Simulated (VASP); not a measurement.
VASP runs on HfB₂ (AlB2 type) share one base input (PBE GGA, plane waves, VASP's PBE PAW potentials (set 64)) and change the settings named in each case.

### INCAR
```
SYSTEM = HfB2
PREC = Accurate
ENCUT = 520
EDIFF = 1E-6
NELM = 100
ALGO = Normal
LREAL = .FALSE.
LASPH = .TRUE.
ISMEAR = 1
SIGMA = 0.1
GGA = PE
LMAXMIX = 6
LWAVE = .FALSE.
LCHARG = .FALSE.
ISIF = 2
```

File POSCAR:
```
HfB2
1.0
  1.6014000000  -2.7737060000   0.0000000000
  1.6014000000   2.7737060000   0.0000000000
  0.0000000000   0.0000000000   3.5496000000
Hf B
1 2
Cartesian
  0.0000000000   0.0000000000   0.0000000000
  1.6014000000   0.9245705158   1.7748000000
  1.6014000000  -0.9245705158   1.7748000000
```

### KPOINTS
```
kpoints
0
G
  10 10 8
0 0 0
```

POTCAR, in this order: Hf_pv B (PBE.64 set). Program: vasp_std.

| change | E(σ→0) (eV/atom) | pressure (GPa) | plane waves |
|---|---|---|---|
| base run | -8.7762 | -12.63 | 868 |
| ENCUT = 250 | -8.7327 | -16.89 | 292 |
| ENCUT = 400 | -8.7756 | -12.65 | 588 |
| ENCUT = 500 | -8.7760 | -12.63 | 816 |
| ENCUT = 550 | -8.7764 | -12.64 | 944 |
| ENCUT = 600 | -8.7768 | -12.64 | 1067 |
| ENCUT = 750 | -8.7773 | -12.58 | 1490 |
| ENCUT = 800 | -8.7773 | -12.58 | 1660 |
 Unless said otherwise, spin-orbit coupling is left out, though it shifts the bands of the heavy elements here.

Left out are runs that ran out of time, are held back, or changed the cell or the kind of run, fixed moments of cells without a moment, rows past the twelfth, gaps on odd meshes, pressures of charged cells and columns that move by less than the noise.

The compound is HfB2 in the AlB2 type structure. The cell was not relaxed at this level.
